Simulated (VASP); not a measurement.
Input:

```
CdF2
1.0
    0.00000     2.69500     2.69500
    2.69500     0.00000     2.69500
    2.69500     2.69500     0.00000
Cd F
1 2
Direct
  0.00000   0.00000   0.00000
  0.25000   0.25000   0.25000
  0.75000   0.75000   0.75000
```

Calculation: vdW-DF2, VASP's PBE PAW potentials (set 64) (plane waves; VASP). Run with 520 eV cut-off, 7×7×7 Γ-centred mesh, Gaussian smearing of 0.050 eV, potentials Cd F.

Energy and stress use the plane-wave basis of the starting cell.

Q: The ions, cell shape and volume are relaxed. Give the cell that the relaxation ends in.

A: 
```
CdF2
1.0
    0.00000     2.77307     2.77307
    2.77307     0.00000     2.77307
    2.77307     2.77307     0.00000
Cd F
1 2
Direct
  0.00000   0.00000   0.00000
  0.25000   0.25000   0.25000
  0.75000   0.75000   0.75000
```
Space group Fm-3m (225), at a tolerance of 0.03 Å.

Q: How do energy and volume change from the first to the last step?

A: The energy (σ→0) changes by -35.7 meV/atom and the volume by +8.9 %, in 3 ionic steps.

| step | E(σ→0) (eV) | max force (eV/Å) | pressure (GPa) | volume (Å³) |
|---|---|---|---|---|
| 1 | -4.3280 | 0.000 | 10.46 | 39.15 |
| 2 | -4.4186 | 0.000 | -3.44 | 44.18 |
| 3 | -4.4352 | 0.000 | 0.01 | 42.65 |

The compound is CdF2 in the fluorite structure. This run relaxes it. Symmetry was kept, so distortions that lower it aren't found.
